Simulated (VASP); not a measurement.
Data:

```
CELL_PARAMETERS angstrom
      0.00000     2.20014     2.20014
      2.20014     0.00000     2.20014
      2.20014     2.20014     0.00000
ATOMIC_POSITIONS crystal
  Cl 0.00000 0.00000 0.00000
```

All values below come from PBEsol GGA, VASP's PBE PAW potentials (set 64) (plane waves; VASP 6.6.1). Numerical set-up: 400 eV cut-off, 9×9×9 Γ-centred mesh, Gaussian smearing of 0.050 eV, potentials Cl.

Energy and stress use the plane-wave basis of the starting cell.

**Question.** The ions, cell shape and volume are relaxed. Which structure does the run end with?

**Answer.** 
```
CELL_PARAMETERS angstrom
      0.00000     2.11522     2.11522
      2.11522     0.00000     2.11522
      2.11522     2.11522     0.00000
ATOMIC_POSITIONS crystal
  Cl 0.00000 0.00000 0.00000
```
Space group Fm-3m (225), at a tolerance of 0.03 Å.

**Question.** How do energy and volume change from the first to the last step?

**Answer.** The energy (σ→0) changes by -33.1 meV/atom and the volume by -11.1 %, in 4 ionic steps.

The structure was generated: Cl was put into the fcc type (Fm-3m), which need not be its known phase. This run relaxes it. Symmetry was kept, so distortions that lower it aren't found.
